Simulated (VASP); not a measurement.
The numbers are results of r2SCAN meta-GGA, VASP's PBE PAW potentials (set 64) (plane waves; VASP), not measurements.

VASP input:

INCAR:
```
# general
SYSTEM   =  Te2Mo
PREC     =  Accurate
ENCUT    =  400
LREAL    =  .FALSE.
LASPH    =  .TRUE.

# electronic loop
EDIFF    =  1E-6
NELM     =  100
ALGO     =  Normal
LMAXMIX  =  4
LMIXTAU  =  .TRUE.

# smearing
ISMEAR   =  1
SIGMA    =  0.1

# functional
METAGGA  =  R2SCAN

# ions
IBRION   =  2
NSW      =  60
ISIF     =  3
EDIFFG   =  -0.02

# output
LWAVE    =  .FALSE.
LCHARG   =  .FALSE.
```

File POSCAR:
```
Te2Mo
1
    3.5361399250    -0.0000000000    -0.0000000000
   -1.7680699625     3.0623871567     0.0000000000
   -0.0000000000    -0.0000000000     7.3814099076
Mo Te
1 2
Direct
  1.0000000000   0.0000000000   0.0000000000
  0.3333330000   0.6666670000   0.2475331757
  0.6666670000   0.3333330000   0.7524668243
```

**KPOINTS**
```
Automatic mesh
0
Gamma
9 9 4
0 0 0
```

POTCAR, in this order: Mo_sv Te (PBE.64 set). Program: vasp_std.

The run wrote:

**OSZICAR**
```
...
DAV:   6    -0.772648057092E+02    0.10781E-05   -0.92407E-06  1496   0.191E-02    0.336E-03
DAV:   7    -0.772648076098E+02   -0.19006E-05   -0.40469E-06  1347   0.142E-02    0.299E-03
DAV:   8    -0.772648076864E+02   -0.76676E-07   -0.56460E-07   731   0.547E-03
   2 F= -.77264808E+02 E0= -.77265217E+02  d E =-.124072E-03
       N       E                     dE             d eps       ncg     rms          rms(c)
DAV:   1    -0.772684276090E+02   -0.36200E-02   -0.13964E-01  1462   0.310E+00    0.435E-01
DAV:   2    -0.772663305201E+02    0.20971E-02   -0.43694E-02  1558   0.114E+00    0.304E-01
DAV:   3    -0.772650047329E+02    0.13258E-02   -0.93490E-03  1528   0.493E-01    0.884E-02
DAV:   4    -0.772649832305E+02    0.21502E-04   -0.10409E-03  1507   0.223E-01    0.499E-02
DAV:   5    -0.772650293146E+02   -0.46084E-04   -0.12643E-04  1569   0.795E-02    0.304E-02
DAV:   6    -0.772650182308E+02    0.11084E-04   -0.81337E-05  1536   0.563E-02    0.102E-02
DAV:   7    -0.772650337674E+02   -0.15537E-04   -0.36881E-05  1488   0.427E-02    0.933E-03
DAV:   8    -0.772650364373E+02   -0.26699E-05   -0.48806E-06  1420   0.159E-02    0.188E-03
DAV:   9    -0.772650368961E+02   -0.45880E-06   -0.61755E-07   731   0.555E-03
   3 F= -.77265037E+02 E0= -.77265473E+02  d E =-.353281E-03
       N       E                     dE             d eps       ncg     rms          rms(c)
DAV:   1    -0.772783563195E+02   -0.13320E-01   -0.55461E-01  1462   0.616E+00    0.871E-01
DAV:   2    -0.772701751436E+02    0.81812E-02   -0.17669E-01  1574   0.229E+00    0.610E-01
DAV:   3    -0.772647549808E+02    0.54202E-02   -0.38170E-02  1520   0.991E-01    0.176E-01
DAV:   4    -0.772646453332E+02    0.10965E-03   -0.41001E-03  1507   0.443E-01    0.998E-02
DAV:   5    -0.772648212184E+02   -0.17589E-03   -0.53497E-04  1586   0.163E-01    0.607E-02
DAV:   6    -0.772647780639E+02    0.43154E-04   -0.36050E-04  1534   0.119E-01    0.194E-02
DAV:   7    -0.772648463089E+02   -0.68245E-04   -0.14435E-04  1486   0.845E-02    0.181E-02
DAV:   8    -0.772648565541E+02   -0.10245E-04   -0.16562E-05  1482   0.296E-02    0.348E-03
DAV:   9    -0.772648572834E+02   -0.72931E-06   -0.22851E-06   887   0.105E-02
   4 F= -.77264857E+02 E0= -.77265338E+02  d E =-.173668E-03
       N       E                     dE             d eps       ncg     rms          rms(c)
DAV:   1    -0.772721761811E+02   -0.73196E-02   -0.29653E-01  1462   0.450E+00    0.622E-01
DAV:   2    -0.772676653436E+02    0.45108E-02   -0.88239E-02  1566   0.162E+00    0.430E-01
DAV:   3    -0.772650669241E+02    0.25984E-02   -0.18978E-02  1520   0.704E-01    0.130E-01
DAV:   4    -0.772649495155E+02    0.11741E-03   -0.23132E-03  1500   0.332E-01    0.740E-02
DAV:   5    -0.772650569387E+02   -0.10742E-03   -0.24415E-04  1561   0.113E-01    0.419E-02
DAV:   6    -0.772650421771E+02    0.14762E-04   -0.15857E-04  1534   0.792E-02    0.155E-02
DAV:   7    -0.772650643666E+02   -0.22189E-04   -0.75990E-05  1488   0.617E-02    0.137E-02
DAV:   8    -0.772650751558E+02   -0.10789E-04   -0.12891E-05  1489   0.256E-02    0.304E-03
DAV:   9    -0.772650742620E+02    0.89376E-06   -0.13211E-06   733   0.826E-03
   5 F= -.77265074E+02 E0= -.77265525E+02  d E =-.390647E-03
       N       E                     dE             d eps       ncg     rms          rms(c)
DAV:   1    -0.772651445490E+02   -0.69393E-04   -0.18382E-03  1462   0.320E-01    0.408E-02
DAV:   2    -0.772651294465E+02    0.15103E-04   -0.15970E-04  1572   0.697E-02    0.206E-02
DAV:   3    -0.772651293421E+02    0.10441E-06   -0.34558E-05  1584   0.349E-02    0.773E-03
DAV:   4    -0.772651301397E+02   -0.79768E-06   -0.76407E-06  1476   0.156E-02
   6 F= -.77265130E+02 E0= -.77265583E+02  d E =-.558777E-04
       N       E                     dE             d eps       ncg     rms          rms(c)
DAV:   1    -0.772653658923E+02   -0.23655E-03   -0.16500E-02  1462   0.958E-01    0.121E-01
DAV:   2    -0.772652474337E+02    0.11846E-03   -0.13544E-03  1550   0.205E-01    0.604E-02
DAV:   3    -0.772652440983E+02    0.33353E-05   -0.28284E-04  1588   0.101E-01    0.230E-02
DAV:   4    -0.772652417925E+02    0.23058E-05   -0.67019E-05  1497   0.463E-02    0.170E-02
DAV:   5    -0.772652434306E+02   -0.16381E-05   -0.65755E-06  1595   0.170E-02    0.326E-03
DAV:   6    -0.772652449891E+02   -0.15586E-05   -0.26483E-06  1120   0.120E-02    0.185E-03
DAV:   7    -0.772652457134E+02   -0.72428E-06   -0.12642E-06   731   0.820E-03
   7 F= -.77265246E+02 E0= -.77265706E+02  d E =-.171451E-03
       N       E                     dE             d eps       ncg     rms          rms(c)
DAV:   1    -0.772657177392E+02   -0.47275E-03   -0.66268E-02  1462   0.192E+00    0.245E-01
DAV:   2    -0.772652538035E+02    0.46394E-03   -0.55380E-03  1549   0.413E-01    0.122E-01
DAV:   3    -0.772652393014E+02    0.14502E-04   -0.11588E-03  1587   0.205E-01    0.460E-02
DAV:   4    -0.772652191396E+02    0.20162E-04   -0.26673E-04  1497   0.924E-02    0.343E-02
DAV:   5    -0.772652198925E+02   -0.75295E-06   -0.26552E-05  1626   0.348E-02    0.650E-03
DAV:   6    -0.772652249156E+02   -0.50231E-05   -0.12174E-05  1611   0.254E-02    0.384E-03
DAV:   7    -0.772652269435E+02   -0.20279E-05   -0.51510E-06  1484   0.162E-02    0.225E-03
DAV:   8    -0.772652274213E+02   -0.47780E-06   -0.15901E-06   747   0.881E-03
   8 F= -.77265227E+02 E0= -.77265700E+02  d E =-.153159E-03
       N       E                     dE             d eps       ncg     rms          rms(c)
DAV:   1    -0.772654531865E+02   -0.22624E-03   -0.22669E-02  1462   0.112E+00    0.142E-01
DAV:   2    -0.772653049801E+02    0.14821E-03   -0.18714E-03  1549   0.240E-01    0.706E-02
DAV:   3    -0.772652983659E+02    0.66142E-05   -0.39124E-04  1587   0.119E-01    0.270E-02
DAV:   4    -0.772652825028E+02    0.15863E-04   -0.92198E-05  1496   0.544E-02    0.197E-02
DAV:   5    -0.772652782329E+02    0.42700E-05   -0.88370E-06  1616   0.200E-02    0.375E-03
DAV:   6    -0.772652785675E+02   -0.33461E-06   -0.37346E-06  1319   0.143E-02
   9 F= -.77265279E+02 E0= -.77265745E+02  d E =-.204305E-03
       N       E                     dE             d eps       ncg     rms          rms(c)
DAV:   1    -0.772655614958E+02   -0.28326E-03   -0.62339E-03  1562   0.698E-01    0.107E-01
DAV:   2    -0.772654681729E+02    0.93323E-04   -0.34246E-03  1506   0.346E-01    0.787E-02
DAV:   3    -0.772653478374E+02    0.12034E-03   -0.70792E-04  1503   0.129E-01    0.182E-02
DAV:   4    -0.772653492711E+02   -0.14337E-05   -0.48556E-05  1513   0.438E-02    0.946E-03
DAV:   5    -0.772653478632E+02    0.14079E-05   -0.60577E-06  1505   0.180E-02    0.816E-03
DAV:   6    -0.772653450763E+02    0.27869E-05   -0.35411E-06  1277   0.113E-02    0.353E-03
DAV:   7    -0.772653449303E+02    0.14601E-06   -0.34293E-06  1290   0.126E-02
  10 F= -.77265345E+02 E0= -.77265821E+02  d E =-.663628E-04
       N       E                     dE             d eps       ncg     rms          rms(c)
DAV:   1    -0.772673863627E+02   -0.20413E-02   -0.55541E-02  1562   0.209E+00    0.318E-01
DAV:   2    -0.772665521068E+02    0.83426E-03   -0.30321E-02  1498   0.103E+00    0.234E-01
DAV:   3    -0.772654758462E+02    0.10763E-02   -0.62498E-03  1487   0.384E-01    0.538E-02
DAV:   4    -0.772654952456E+02   -0.19399E-04   -0.43080E-04  1505   0.131E-01    0.283E-02
DAV:   5    -0.772654922351E+02    0.30106E-05   -0.53023E-05  1548   0.534E-02    0.244E-02
DAV:   6    -0.772654792929E+02    0.12942E-04   -0.31354E-05  1522   0.336E-02    0.106E-02
DAV:   7    -0.772654811254E+02   -0.18325E-05   -0.30618E-05  1472   0.373E-02    0.504E-03
DAV:   8    -0.772654839265E+02   -0.28011E-05   -0.94615E-06  1455   0.205E-02    0.294E-03
DAV:   9    -0.772654844599E+02   -0.53339E-06   -0.19178E-07   731   0.300E-03
  11 F= -.77265484E+02 E0= -.77265982E+02  d E =-.205892E-03
```

### OUTCAR
```
------------------------ aborting loop because EDIFF is reached ----------------------------------------
  FORCE on cell =-STRESS in cart. coord.  units (eV):
  Direction    XX          YY          ZZ          XY          YZ          ZX
  --------------------------------------------------------------------------------------
  Total        0.0398914      0.0398914      0.0156172     -0.0000000     -0.0000000     -0.0000000
  in kB        0.7943508      0.7943509      0.3109837     -0.0000000     -0.0000000     -0.0000000
  external PRESSURE =       0.6332285 kB  Pullay stress =       0.0000000 kB
  volume of cell :       80.46
      direct lattice vectors                 reciprocal lattice vectors
     3.530459466 -0.000000000  0.000000000     0.283249251  0.163534023  0.000000000
    -1.765229733  3.057467735  0.000000000     0.000000000  0.327068047  0.000000000
    -0.000000000 -0.000000000  7.453910861    -0.000000000 -0.000000000  0.134157762
 POSITION                                       TOTAL-FORCE (eV/Angst)
 -----------------------------------------------------------------------------------
      0.00000     -0.00000      0.00000         0.000000     -0.000000      0.000000
     -0.00000      2.03831      1.82971         0.000000      0.000000     -0.005802
      1.76523      1.01915      5.62420        -0.000000     -0.000000      0.005802
 -----------------------------------------------------------------------------------
    total drift:                               -0.000000     -0.000000      0.000000
  FREE ENERGIE OF THE ION-ELECTRON SYSTEM (eV)
  ---------------------------------------------------
  free  energy   TOTEN  =       -77.2654844599 eV

  energy  without entropy=      -77.2669784929  energy(sigma->0) =      -77.26598247

 reached required accuracy - stopping structural energy minimisation
```
(Selected blocks of OUTCAR.)

CONTCAR:
```
Te2Mo
   1.00000000000000
     3.5304594663811830   -0.0000000000000000    0.0000000000000000
    -1.7652297331905915    3.0574677345045966    0.0000000000000001
    -0.0000000000000001   -0.0000000000000001    7.4539108609982048
  Mo              Te
     1     2
Direct
     0.0000000000000000    0.0000000000000000    0.0000000000000000
     0.3333330000000032    0.6666669999999968    0.2454699532028456
     0.6666669999999968    0.3333330000000032    0.7545300467971542
```

The structure was generated: Te2Mo was put into the CdI2 type (P-3m1), which need not be its known phase. This run relaxes it. Symmetry was kept, so distortions that lower it aren't found. The start is the result of an earlier pass.
